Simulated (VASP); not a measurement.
HfW: single point with r2SCAN

HfW:

```
W Hf
1.0
     1.70604    2.95494    0.00000
    -1.70604    2.95494    0.00000
     0.00000    0.00000    3.32323
W Hf
1 1
Direct
  0.00000 0.00000 0.00000
  0.66670 0.66660 0.50000
```

The cell was built by a generator and needn't be a form met in nature.

```
Program                : VASP 6.6.1
Task                   : single point
Functional             : r2SCAN
Potentials or basis    : VASP PAW PBE potentials, release 64 (W_sv, Hf_pv)
Cutoff                 : 520 eV
k mesh                 : 6 × 6 × 5
Occupations            : fermi-dirac, width 0.0118 eV
Spin                   : collinear spin, twin_end start
Starting moments       : [0.13, 0.04] μB
Dipole correction      : no
Further INCAR settings : ALGO = Normal; EDIFF = 1e-06; NBANDS = 23
```

```json
{
  "Pressure": "40.7 GPa",
  "Band gap on the k mesh": "none (metal or under the smearing width)",
  "Net moment": "-0.25 μB per cell",
  "Site moments": "W -0.15; Hf -0.07 μB",
  "Valence electrons inside the program's atomic spheres": "W 12.42; Hf 9.19"
}
```

Forces in eV/Å, atoms in the order of the input:
```
W    0.002 -0.001  0.000
Hf  -0.002  0.001  0.000
```

Stress tensor (GPa, compression positive):
```
27.14 -0.01  0.00
-0.01 27.12  0.00
 0.00  0.00 67.86
```

Levels at points of the mesh, in eV from the Fermi level:
Spin up:
```tsv
k point	band 8	band 9	band 10	band 11	band 12	band 13	band 14	band 15	band 16	band 17
(0.00, 0.00, 0.00)	-8.06	-4.95	-0.77	-0.77	-0.12	-0.12	2.52	2.52	4.20	6.74
(0.50, 0.00, 0.00)	-4.73	-4.20	-1.90	-1.38	-0.96	1.93	3.18	5.02	5.03	6.43
(0.00, 0.50, 0.00)	-4.73	-4.20	-1.90	-1.38	-0.96	1.93	3.18	5.02	5.03	6.43
```
Spin down:
```csv
k point,band 10,band 11,band 12,band 13,band 14,band 15
"(0.00, 0.00, 0.00)",-0.87,-0.87,-0.26,-0.26,2.42,2.42
"(0.50, 0.00, 0.00)",-1.95,-1.51,-1.08,1.83,3.08,4.93
"(0.00, 0.50, 0.00)",-1.95,-1.51,-1.08,1.83,3.08,4.93
```

Run time: 99 s on 1 thread of Intel(R) Xeon(R) 6975P-C (Granite Rapids) (shared host), peak memory 0.21 GiB.

Caveat: the k mesh is coarse (spacing up to 0.38 Å⁻¹), so the values aren't converged; a pressure of tens of GPa on the cell as given is suspect, and the run, the potentials or the cell itself is likely at fault; the PAW data sets were made with another functional, which shifts forces and pressure a little. The run has no spin-orbit coupling, so splittings on Hf, W are missing.
